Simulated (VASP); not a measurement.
Data:

```
CELL_PARAMETERS angstrom
      0.00000     3.19687     3.19687
      3.19687     0.00000     3.19687
      3.19687     3.19687     0.00000
ATOMIC_POSITIONS crystal
  Ba 0.00000 0.00000 0.00000
  F  0.25000 0.25000 0.25000
  F  0.75000 0.75000 0.75000
```

Level of theory: RPBE GGA, VASP's PBE PAW potentials (set 64) (plane waves; VASP). Settings: 520 eV cut-off, 6×6×6 Γ-centred mesh, Gaussian smearing of 0.050 eV, potentials Ba_sv F.

Task: What does the run give for the energy per atom (σ→0)?

Result: 
```
Item                            Value
---------------------  --------------
energy per atom (σ→0)  -5.467 eV/atom
```

The compound is BaF2 in the fluorite structure. It was relaxed first, which changed the volume by +10 %. The start is the result of an earlier pass.
